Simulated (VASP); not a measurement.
# Si2Mo: phonons from a supercell, part 2 of 3

How does the lattice of Si2Mo vibrate? The start is a cell from a database of measured crystal structures.

VASP 6.6.1; LDA; plane waves and PAW (Mo_sv, Si).

So far. Step 2 (Relax the host): The run ended after 7 ionic steps, 0.029 eV below its first step, once forces and stress met EDIFFG = -0.02. The relaxed cell has a = 3.176, c = 7.779 Å (conventional setting).

The database entry behind the starting cell is an old determination (1927), so it need not match the best structure at ambient conditions.

## 3. Tight relaxation

Force constants are second derivatives, so residual forces and stress must first be far smaller than in an ordinary relaxation. Smearing and mesh differ from the relaxation before, which can move the cell too.

Contents of INCAR:

```
SYSTEM = Si2Mo
PREC = Accurate
ENCUT = 350
EDIFF = 1E-08
NELM = 120
ISMEAR = 1
SIGMA = 0.2
LREAL = .FALSE.
ALGO = Fast
GGA = CA
NBANDS = 17
LASPH = .TRUE.
LORBIT = 11
LWAVE = .FALSE.
LCHARG = .FALSE.
KPAR = 4
IBRION = 1
NSW = 30
ISIF = 3
EDIFFG = -0.002
POTIM = 0.4
```

Contents of POSCAR:

```
Si2Mo
1.0
   -1.5878123031      1.5878123031      3.8895755317
    1.5878123031     -1.5878123031      3.8895755317
    1.5878123031      1.5878123031     -3.8895755317
Mo Si
1 2
Direct
    0.0000000000      0.0000000000      0.0000000000
    0.6647188230      0.6647188230      0.0000000000
    0.3352811770      0.3352811770      0.0000000000
```

Contents of KPOINTS:

```
Automatic mesh
0
Gamma
14 14 14
0 0 0
```

Potentials, in the order of the species: Mo_sv and Si (LDA family, release 64).

Started as:

```sh
$ mpirun -np 4 vasp_std
```

What it wrote:

```text
[... set-up lines as in an earlier step ...]
 entering main loop
       N       E                     dE             d eps       ncg     rms          rms(c)
DAV:   1     0.886085673216E+02    0.88609E+02   -0.90876E+03  8504   0.915E+02
DAV:   2    -0.245835510981E+02   -0.11319E+03   -0.11134E+03  9898   0.266E+02
DAV:   3    -0.267129727001E+02   -0.21294E+01   -0.21158E+01 10228   0.337E+01
DAV:   4    -0.267233883369E+02   -0.10416E-01   -0.10409E-01 10331   0.264E+00
DAV:   5    -0.267234548393E+02   -0.66502E-04   -0.66497E-04 10106   0.203E-01    0.234E+01
RMM:   6    -0.259435351398E+02    0.77992E+00   -0.31604E+00  8296   0.122E+01    0.528E+00
RMM:   7    -0.258366379658E+02    0.10690E+00   -0.23331E-01  8303   0.356E+00    0.422E+00
RMM:   8    -0.258119725909E+02    0.24665E-01   -0.83058E-02  8313   0.184E+00    0.384E-01
RMM:   9    -0.258124828600E+02   -0.51027E-03   -0.15152E-02  8316   0.707E-01    0.237E-01
RMM:  10    -0.258122591234E+02    0.22374E-03   -0.21409E-03  8333   0.319E-01    0.152E-01
RMM:  11    -0.258122952081E+02   -0.36085E-04   -0.52858E-04  8331   0.186E-01    0.153E-01
RMM:  12    -0.258122704191E+02    0.24789E-04   -0.25967E-04  8312   0.120E-01    0.345E-02
RMM:  13    -0.258122715307E+02   -0.11116E-05   -0.39042E-05  8373   0.391E-02    0.687E-03
RMM:  14    -0.258122720434E+02   -0.51269E-06   -0.75930E-06  8352   0.167E-02    0.345E-03
RMM:  15    -0.258122720788E+02   -0.35449E-07   -0.12026E-06  8324   0.648E-03    0.105E-03
RMM:  16    -0.258122721187E+02   -0.39823E-07   -0.37858E-07  7537   0.301E-03    0.162E-03
RMM:  17    -0.258122721220E+02   -0.33033E-08   -0.71651E-08  6592   0.168E-03
   1 F= -.25812272E+02 E0= -.25812299E+02  d E =-.258123E+02
 BRION: g(F)=  0.185E-04 g(S)=  0.735E-04
 bond charge predicted
       N       E                     dE             d eps       ncg     rms          rms(c)
DAV:   1    -0.258129508943E+02   -0.67878E-03   -0.14714E-02  9846   0.126E+00    0.343E-01
RMM:   2    -0.258123729886E+02    0.57791E-03   -0.25540E-03  8296   0.400E-01    0.901E-02
RMM:   3    -0.258122956062E+02    0.77382E-04   -0.16463E-04  8304   0.929E-02    0.252E-02
RMM:   4    -0.258122868613E+02    0.87449E-05   -0.65624E-05  8313   0.690E-02    0.260E-02
RMM:   5    -0.258122885677E+02   -0.17064E-05   -0.92603E-06  8312   0.214E-02    0.109E-02
RMM:   6    -0.258122881409E+02    0.42677E-06   -0.27572E-06  8311   0.125E-02    0.282E-03
RMM:   7    -0.258122881576E+02   -0.16732E-07   -0.32972E-07  8368   0.474E-03    0.113E-03
RMM:   8    -0.258122881606E+02   -0.29268E-08   -0.55764E-08  6507   0.203E-03
   2 F= -.25812288E+02 E0= -.25812313E+02  d E =-.160386E-04
[...]
3 F= -.25812306E+02 E0= -.25812332E+02  d E =-.174168E-04
 BRION: g(F)=  0.781E-06 g(S)=  0.679E-06 retain N=  1 mean eig= 0.42
 eig:   0.422
 bond charge predicted
       N       E                     dE             d eps       ncg     rms          rms(c)
DAV:   1    -0.258123096303E+02   -0.40521E-05   -0.10496E-04  8955   0.991E-02    0.242E-02
RMM:   2    -0.258123066521E+02    0.29782E-05   -0.10864E-05  8296   0.270E-02    0.477E-03
RMM:   3    -0.258123062461E+02    0.40607E-06   -0.84199E-07  8296   0.695E-03    0.200E-03
RMM:   4    -0.258123061807E+02    0.65404E-07   -0.44911E-07  8312   0.570E-03    0.185E-03
RMM:   5    -0.258123061901E+02   -0.94310E-08   -0.50129E-08  6935   0.180E-03
   4 F= -.25812306E+02 E0= -.25812333E+02  d E =-.612753E-06
 BRION: g(F)=  0.293E-07 g(S)=  0.233E-06 retain N=  2 mean eig= 1.76
 eig:   0.437  3.076
 reached required accuracy - stopping structural energy minimisation
```

Run time: 48 s. Hardware: 4 MPI ranks of Intel Xeon 6975P-C (Granite Rapids), shared host; peak memory 0.8 GiB; 3.1 min of CPU time.

OUTCAR, selected parts (step 3):

```text
  LATTYP: Found a body centered tetragonal cell.
 ALAT       =     3.1756246062
 C/A-ratio  =     2.4496444095

The static configuration has the point symmetry D_4h.

 Found    244 irreducible k-points:

   k-points           NKPTS =    244   k-points in BZ     NKDIM =    244   number of bands    NBANDS=     17

   ENCUT  =  350.0 eV  25.72 Ry    5.07 a.u.   6.85  6.85  6.85*2*pi/ulx,y,z

   NELECT =      22.0000    total number of electrons

 E-fermi :  12.5906

 k-point     1 :       0.0000    0.0000    0.0000
  band No.  band energies     occupation
    ...
      6       6.0562      2.00000
      7       9.2228      2.00000
      8       9.3845      2.00000
      9       9.9120      2.00000
     10       9.9120      2.00000
     11      12.9758     -0.02014
     12      15.7738     -0.00000
     13      15.8783     -0.00000
     14      16.1765     -0.00000
     15      16.1765     -0.00000
    ...

 k-point     2 :       0.0714    0.0000    0.0000
  band No.  band energies     occupation
    ...
      6       6.0681      2.00000
      7       8.8259      2.00000
      8       9.3984      2.00000
      9       9.9749      2.00000
     10      10.1450      2.00000
     11      12.6782      0.33117
     12      15.4627     -0.00000
     13      15.7129     -0.00000
     14      16.0184     -0.00000
     15      16.4910     -0.00000
    ...

  Total       -0.0022852     -0.0022852     -0.0027708      0.0000000     -0.0000000      0.0000000
  in kB       -0.0934121     -0.0934121     -0.1132651      0.0000000     -0.0000000      0.0000000
  external PRESSURE =      -0.1000297 kB  Pullay stress =       0.0000000 kB

  energy-cutoff  :      350.00
  volume of cell :       39.19
      direct lattice vectors                 reciprocal lattice vectors
    -1.587215934  1.587215934  3.889499665     0.000000000  0.315016999  0.128551239
     1.587215934 -1.587215934  3.889499665     0.315016999  0.000000000  0.128551239
     1.587215934  1.587215934 -3.889499665     0.315016999  0.315016999  0.000000000

 POSITION                                       TOTAL-FORCE (eV/Angst)
 -----------------------------------------------------------------------------------
     -0.00000     -0.00000      0.00000        -0.000000     -0.000000     -0.000000
     -0.00000     -0.00000      5.17168        -0.000000     -0.000000      0.000616
      0.00000      0.00000      2.60732         0.000000      0.000000     -0.000616
 -----------------------------------------------------------------------------------
    total drift:                                0.000000      0.000000     -0.000000

  FREE ENERGIE OF THE ION-ELECTRON SYSTEM (eV)
  ---------------------------------------------------
  free  energy   TOTEN  =       -25.8123061901 eV

  energy  without entropy=      -25.8123871693  energy(sigma->0) =      -25.81233318

 total charge
# of ion       s       p       d       tot
------------------------------------------
    1        2.297   6.220   4.256  12.773
    2        0.750   0.904   0.000   1.654
    3        0.750   0.904   0.000   1.654
--------------------------------------------------
tot          3.796   8.029   4.256  16.082

[... 3 parts as in an earlier step ...]

[... 7 further parts left out ...]
```

CONTCAR:

```
Si2Mo
   1.00000000000000
    -1.5872159343898877    1.5872159343898877    3.8894996649396911
     1.5872159343898877   -1.5872159343898877    3.8894996649396911
     1.5872159343898877    1.5872159343898877   -3.8894996649396911
  Mo              Si
     1     2
Direct
     0.0000000000000000    0.0000000000000000   -0.0000000000000000
     0.6648260519729794    0.6648260519729794   -0.0000000000000000
     0.3351739480270206    0.3351739480270206    0.0000000000000000
```

Little changed from the start: no atom moved by 0.005 Å and no cell edge by 0.1 %.

This step gave:

- electronic cycles: 38
- free energy (TOTEN): -25.81 eV
- Fermi energy: 12.59 eV
- pressure: -0.01000 GPa

The run ended after 4 ionic steps, 0.000 eV below its first step, once forces and stress met EDIFFG = -0.002.

## 4. Force constants in the supercell

System of this step: Si2Mo. The cell holds 48 atoms: 16 Mo and 32 Si. Cell: a = 8.981 Å, b = 8.981 Å, c = 17.963 Å, α = 138.6°, β = 138.6°, γ = 60.0°. It derives from Si2Mo.

Each independent atom is moved by 0.015 Å both ways; the forces give the force constants out to half the supercell.

Contents of INCAR:

```
SYSTEM = Si2Mo
PREC = Accurate
ENCUT = 350
EDIFF = 1E-07
NELM = 120
ISMEAR = 1
SIGMA = 0.2
LREAL = Auto
ALGO = Fast
GGA = CA
NBANDS = 212
LASPH = .TRUE.
LWAVE = .FALSE.
LCHARG = .FALSE.
KPAR = 4
IBRION = 6
NSW = 1
NFREE = 2
POTIM = 0.015
ISIF = 0
ADDGRID = .TRUE.
```

Contents of POSCAR:

```
Si2Mo
1.0
   -3.1744318688      3.1744318688      7.7789993298
    3.1744318688     -3.1744318688      7.7789993298
    6.3488637376      6.3488637376    -15.5579986596
Mo Si
16 32
Direct
    0.0000000000      0.0000000000      0.0000000000
    0.0000000000      0.0000000000      0.2500000000
    0.0000000000      0.0000000000      0.5000000000
    0.0000000000      0.0000000000      0.7500000000
    0.0000000000      0.5000000000      0.0000000000
    0.0000000000      0.5000000000      0.2500000000
    0.0000000000      0.5000000000      0.5000000000
    0.0000000000      0.5000000000      0.7500000000
    0.5000000000      0.0000000000      0.0000000000
    0.5000000000      0.0000000000      0.2500000000
    0.5000000000      0.0000000000      0.5000000000
    0.5000000000      0.0000000000      0.7500000000
    0.5000000000      0.5000000000      0.0000000000
    0.5000000000      0.5000000000      0.2500000000
    0.5000000000      0.5000000000      0.5000000000
    0.5000000000      0.5000000000      0.7500000000
    0.3324130260      0.3324130260      0.0000000000
    0.3324130260      0.3324130260      0.2500000000
    0.3324130260      0.3324130260      0.5000000000
    0.3324130260      0.3324130260      0.7500000000
    0.3324130260      0.8324130260      0.0000000000
    0.3324130260      0.8324130260      0.2500000000
    0.3324130260      0.8324130260      0.5000000000
    0.3324130260      0.8324130260      0.7500000000
    0.8324130260      0.3324130260      0.0000000000
    0.8324130260      0.3324130260      0.2500000000
    0.8324130260      0.3324130260      0.5000000000
    0.8324130260      0.3324130260      0.7500000000
    0.8324130260      0.8324130260      0.0000000000
    0.8324130260      0.8324130260      0.2500000000
    0.8324130260      0.8324130260      0.5000000000
    0.8324130260      0.8324130260      0.7500000000
    0.1675869740      0.1675869740      0.0000000000
    0.1675869740      0.1675869740      0.2500000000
    0.1675869740      0.1675869740      0.5000000000
    0.1675869740      0.1675869740      0.7500000000
    0.1675869740      0.6675869740      0.0000000000
    0.1675869740      0.6675869740      0.2500000000
    0.1675869740      0.6675869740      0.5000000000
    0.1675869740      0.6675869740      0.7500000000
    0.6675869740      0.1675869740      0.0000000000
    0.6675869740      0.1675869740      0.2500000000
    0.6675869740      0.1675869740      0.5000000000
    0.6675869740      0.1675869740      0.7500000000
    0.6675869740      0.6675869740      0.0000000000
    0.6675869740      0.6675869740      0.2500000000
    0.6675869740      0.6675869740      0.5000000000
    0.6675869740      0.6675869740      0.7500000000
```

Contents of KPOINTS:

```
Automatic mesh
0
Gamma
5 5 5
0 0 0
```

Started as:

```sh
$ mpirun -np 4 vasp_std
```

What it wrote:

```text
[banner, memory and clock lines left out]
running    4 mpi-ranks, on    1 nodes
 distrk:  each k-point on    1 cores,    4 groups
 distr:  one band on    1 cores,    1 groups

 POSCAR found type information on POSCAR MoSi
 POSCAR found :  2 types and      48 ions
 LDA part: xc-table for (Slater(with rela. corr.)+CA(PZ))
 , standard interpolation
 POSCAR, INCAR and KPOINTS ok, starting setup
 FFT: planning ... GRIDC
 FFT: planning ... GRID_SOFT
 FFT: planning ... GRID
 WAVECAR not read
 entering main loop
       N       E                     dE             d eps       ncg     rms          rms(c)
DAV:   1     0.262606337521E+04    0.26261E+04   -0.15344E+05 12864   0.118E+03
DAV:   2    -0.260151520927E+03   -0.28862E+04   -0.27953E+04 13260   0.382E+02
DAV:   3    -0.423573248062E+03   -0.16342E+03   -0.15964E+03 14064   0.798E+01
DAV:   4    -0.427485060395E+03   -0.39118E+01   -0.38750E+01 13448   0.116E+01
DAV:   5    -0.427577912997E+03   -0.92853E-01   -0.92386E-01 13608   0.171E+00    0.939E+01
RMM:   6    -0.413633069901E+03    0.13945E+02   -0.81947E+01 11514   0.182E+01    0.210E+01
RMM:   7    -0.413415711161E+03    0.21736E+00   -0.11987E+01 12167   0.504E+00    0.131E+01
RMM:   8    -0.413120870434E+03    0.29484E+00   -0.25262E+00 11480   0.256E+00    0.231E+00
RMM:   9    -0.412999514925E+03    0.12136E+00   -0.83864E-01 11521   0.167E+00    0.105E+00
RMM:  10    -0.413020657224E+03   -0.21142E-01   -0.25220E-01 12225   0.632E-01    0.871E-01
RMM:  11    -0.413006414247E+03    0.14243E-01   -0.51408E-02 11484   0.410E-01    0.396E-01
RMM:  12    -0.413007100351E+03   -0.68610E-03   -0.88510E-03 12158   0.147E-01    0.105E-01
RMM:  13    -0.413007222236E+03   -0.12189E-03   -0.16921E-03 12422   0.622E-02    0.541E-02
RMM:  14    -0.413007190468E+03    0.31769E-04   -0.32073E-04 12069   0.271E-02    0.177E-02
RMM:  15    -0.413007194829E+03   -0.43611E-05   -0.11161E-04 12334   0.142E-02    0.161E-02
RMM:  16    -0.413007195671E+03   -0.84194E-06   -0.17506E-05 12111   0.705E-03    0.353E-03
RMM:  17    -0.413007196213E+03   -0.54280E-06   -0.63781E-06 12524   0.340E-03    0.503E-03
RMM:  18    -0.413007196202E+03    0.11263E-07   -0.89382E-07  9274   0.177E-03
   1 F= -.41300720E+03 E0= -.41300576E+03  d E =-.431848E-02
 Found     4 degrees of freedom:
 Finite differences POTIM= 0.01500 DOF=   4
 bond charge predicted
       N       E                     dE             d eps       ncg     rms          rms(c)
DAV:   1    -0.412996843066E+03    0.10353E-01   -0.17849E+00 17976   0.459E+00    0.232E-01
RMM:   2    -0.413004521575E+03   -0.76785E-02   -0.82029E-02 16543   0.656E-01    0.104E-01
RMM:   3    -0.413004764659E+03   -0.24308E-03   -0.61921E-03 17102   0.176E-01    0.498E-02
RMM:   4    -0.413004858688E+03   -0.94029E-04   -0.12647E-03 18972   0.682E-02    0.387E-02
RMM:   5    -0.413004867059E+03   -0.83710E-05   -0.20905E-04 18237   0.298E-02    0.176E-02
RMM:   6    -0.413004869542E+03   -0.24830E-05   -0.44876E-05 18827   0.135E-02    0.409E-03
RMM:   7    -0.413004870069E+03   -0.52717E-06   -0.77862E-06 18170   0.579E-03    0.216E-03
RMM:   8    -0.413004870170E+03   -0.10020E-06   -0.16844E-06 16949   0.266E-03    0.128E-03
RMM:   9    -0.413004870187E+03   -0.17542E-07   -0.30200E-07 10931   0.117E-03
   2 F= -.41300487E+03 E0= -.41300343E+03  d E =-.430892E-02
[...]
3 F= -.41300487E+03 E0= -.41300343E+03  d E =-.430892E-02
[...]
4 F= -.41300497E+03 E0= -.41300353E+03  d E =-.432458E-02
[...]
5 F= -.41300497E+03 E0= -.41300353E+03  d E =-.432457E-02
[...]
6 F= -.41300603E+03 E0= -.41300460E+03  d E =-.431878E-02
[...]
7 F= -.41300603E+03 E0= -.41300460E+03  d E =-.431880E-02
[...]
8 F= -.41300579E+03 E0= -.41300437E+03  d E =-.425386E-02
 Finite differences progress:
  Degree of freedom:   4/  4
  Displacement:        1/  2
  Total:               7/  8
 bond charge predicted
       N       E                     dE             d eps       ncg     rms          rms(c)
DAV:   1    -0.413005310189E+03    0.47754E-03   -0.25404E-01 11596   0.801E-01    0.299E-01
RMM:   2    -0.413005634775E+03   -0.32459E-03   -0.80699E-03 11448   0.177E-01    0.167E-01
RMM:   3    -0.413005628030E+03    0.67456E-05   -0.11414E-03 11715   0.682E-02    0.540E-02
RMM:   4    -0.413005612829E+03    0.15201E-04   -0.29510E-04 11898   0.343E-02    0.506E-02
RMM:   5    -0.413005611350E+03    0.14793E-05   -0.66952E-05 12249   0.152E-02    0.129E-02
RMM:   6    -0.413005612235E+03   -0.88521E-06   -0.17648E-05 13172   0.626E-03    0.755E-03
RMM:   7    -0.413005612276E+03   -0.41306E-07   -0.27838E-06 11299   0.300E-03    0.339E-03
RMM:   8    -0.413005612303E+03   -0.26856E-07   -0.63486E-07  9911   0.133E-03
   9 F= -.41300561E+03 E0= -.41300415E+03  d E =-.437934E-02
 Finite differences progress:
  Degree of freedom:   4/  4
  Displacement:        2/  2
  Total:               8/  8
```

The job ended after 2.5 h (4 MPI ranks; peak memory 19 GiB).

(Part 2 of 3 ends here.)

[Lines on the potential files, build, host, timing and source positions are cut from VASP's logs without a mark.]

[Logs are printed without paths, hosts, clocks, repeated set-up lines and the standing remarks that a program may print on its own settings, such as how far it seeks lower states.]

[Hosts, paths, dates, database ids (printed as entryN), source tags and the programs' standing remarks are cut or masked in the printed files.]

[Runs that stopped without an error message from VASP are left out.]
